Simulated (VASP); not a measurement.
All values below come from PBEsol GGA, VASP's PBE PAW potentials (set 64) (plane waves; VASP).

VASP input:

### POSCAR
```
Al3InN4
4.5343270
 -0.0019929650   0.9995181573   0.9999999390
  0.9995181573  -0.0019929650   0.9999999390
  0.4987625962   0.4987625962   0.0000000000
In N Al
1 4 3
Cart
  0.9975251923   0.9975251923   1.9977374596
  0.2493812981   0.2493812981   0.2912920026
  0.7304121365   0.2671130559   0.7307383878
  0.2671130559   0.7304121365   0.7307383878
  0.7481438943   0.7481438943   1.2506387177
  0.9972569285   0.4990308600   0.5007322405
  0.4990308600   0.9972569285   0.5007322405
  0.4987625962   0.4987625962   0.9973901363
```

### INCAR
```
SYSTEM = Al3InN4
PREC = Accurate; ENCUT = 520; LREAL = .False.
LASPH = .True.; ICHARG = 11
EDIFF = 1E-7; NELM = 100; ALGO = Normal
LMAXMIX = 4
ISMEAR = 0; SIGMA = 0.05
GGA = PS
LWAVE = .False.; LCHARG = .False.; LORBIT = 11
```

### KPOINTS
```
k-points along high-symmetry lines
8
Line-mode
Reciprocal
  0.000000   0.000000   0.000000 ! GAMMA
 -0.500000  -0.500000   0.000000 ! Y

 -0.500000  -0.500000   0.000000 ! Y
 -0.625000  -0.375000   0.000000 ! C_0

 -0.375000   0.375000   0.000000 ! SIGMA_0
  0.000000   0.000000   0.000000 ! GAMMA

  0.000000   0.000000   0.000000 ! GAMMA
  0.500000   0.500000   0.500000 ! Z

  0.500000   0.500000   0.500000 ! Z
  0.125000   0.875000   0.500000 ! A_0

 -0.125000   0.125000   0.500000 ! E_0
  0.000000   0.000000   0.500000 ! T

  0.000000   0.000000   0.500000 ! T
 -0.500000  -0.500000   0.000000 ! Y

  0.000000   0.000000   0.000000 ! GAMMA
 -0.500000   0.000000   0.000000 ! S

 -0.500000   0.000000   0.000000 ! S
  0.000000   0.500000   0.500000 ! R

  0.000000   0.500000   0.500000 ! R
  0.500000   0.500000   0.500000 ! Z

  0.500000   0.500000   0.500000 ! Z
  0.000000   0.000000   0.500000 ! T
```

POTCAR, in this order: In_d N Al (PBE.64 set). Program: vasp_std. Read from the step before: CHGCAR.

The run wrote:

OSZICAR:
```
       N       E                     dE             d eps       ncg     rms          rms(c)
DAV:   1     0.338418914300E+03    0.33842E+03   -0.19367E+04  4592   0.173E+03
DAV:   2    -0.656584233707E+01   -0.34498E+03   -0.33414E+03  5006   0.420E+02
DAV:   3    -0.544871230290E+02   -0.47921E+02   -0.45674E+02  5744   0.144E+02
DAV:   4    -0.567815462851E+02   -0.22944E+01   -0.22845E+01  5640   0.330E+01
DAV:   5    -0.568577205414E+02   -0.76174E-01   -0.76081E-01  7040   0.629E+00
DAV:   6    -0.568598246300E+02   -0.21041E-02   -0.21037E-02  6102   0.805E-01
DAV:   7    -0.568598664737E+02   -0.41844E-04   -0.41842E-04  7088   0.128E-01
DAV:   8    -0.568598670978E+02   -0.62407E-06   -0.62407E-06  6016   0.148E-02
DAV:   9    -0.568598671065E+02   -0.86425E-08   -0.85481E-08  4752   0.201E-03
   1 F= -.56859867E+02 E0= -.56859867E+02  d E =-.251255E-11
```

**OUTCAR**
```
 val. band max:        6.6064613706   @ k =   0.0000   0.0000   0.0000

 cond. band min:       8.5068567368   @ k =   0.0000   0.0000   0.0000



 k-point     1 :       0.0000    0.0000    0.0000
  band No.  band energies     occupation
      1      -8.7542      2.00000
      2      -7.8444      2.00000
      3      -7.7857      2.00000
      4      -6.6480      2.00000
      5      -6.4255      2.00000
      6      -6.3594      2.00000
      7      -6.1939      2.00000
      8      -5.3793      2.00000
      9      -5.1006      2.00000
     10       0.0659      2.00000
     11       0.2971      2.00000
     12       1.1945      2.00000
     13       4.0413      2.00000
     14       4.0703      2.00000
     15       5.1941      2.00000
     16       5.3042      2.00000
     17       5.4263      2.00000
     18       5.5051      2.00000
     19       6.0215      2.00000
     20       6.2357      2.00000
     21       6.6065      2.00000
     22       8.5069      0.00000
     23       9.5650      0.00000
     24      11.8615      0.00000
     25      11.9471      0.00000
     26      13.6329      0.00000

 k-point     2 :      -0.0714   -0.0714    0.0000
  band No.  band energies     occupation
      1      -8.7371      2.00000
      2      -7.8423      2.00000
      3      -7.7826      2.00000
      4      -6.6638      2.00000
      5      -6.4256      2.00000
      6      -6.3559      2.00000
      7      -6.1939      2.00000
      8      -5.3938      2.00000
      9      -5.1409      2.00000
     10       0.1156      2.00000
     11       0.3482      2.00000
     12       1.2465      2.00000
     13       4.0612      2.00000
     14       4.0901      2.00000
     15       5.1931      2.00000
     16       5.2319      2.00000
     17       5.3346      2.00000
     18       5.4952      2.00000
     19       5.9056      2.00000
     20       6.2095      2.00000
     21       6.5821      2.00000
     22       8.6418      0.00000
     23       9.6233      0.00000
...
```

The density is held fixed in this step, so its total energy and stress have no physical meaning. Unless said otherwise, spin-orbit coupling is left out, though it shifts the bands of the heavy elements here.

The structure was generated: Al3InN4 was put into an ordered model structure (Amm2), which need not be its known phase. It was relaxed first.
